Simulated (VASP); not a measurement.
Here is a VASP 6.6.1 calculation.

Contents of INCAR:

```
SYSTEM = LaOsN3
PREC = Accurate
ENCUT = 520
EDIFF = 1E-6
ISMEAR = 1
SIGMA = 0.2
LREAL = .FALSE.
LASPH = .TRUE.
NELM = 100
ALGO = Normal
ISIF = 2
LWAVE = .FALSE.
LCHARG = .FALSE.
GGA = CA
NBANDS = 25
```

The input KPOINTS:

```
Automatic mesh
0
G
  7 7 7
  0 0 0
```

POSCAR

```
LaOsN3
1.0
    3.9505550000      0.0000000000      0.0000000000
    0.0000000000      3.9505550000      0.0000000000
    0.0000000000      0.0000000000      3.9505550000
La Os N
1 1 3
Direct
    0.5000000000      0.5000000000      0.5000000000
    0.0000000000      0.0000000000      0.0000000000
    0.5000000000      0.0000000000      0.0000000000
    0.0000000000      0.5000000000      0.0000000000
    0.0000000000      0.0000000000      0.5000000000
```

Potentials or basis: VASP PAW LDA potentials, release 64 (La, Os, N).

Launch:

```console
$ cat potpaw_LDA.64/La/POTCAR potpaw_LDA.64/Os/POTCAR potpaw_LDA.64/N/POTCAR > POTCAR
$ mpirun -np 1 vasp_std > vasp.out
```

Q: What does it give for the pressure?

A: -11.7 GPa.

Q: Predict the band gap on the k mesh.

A: None (metal or under the smearing width).

The run has no spin-orbit coupling, so splittings on La, Os are missing.
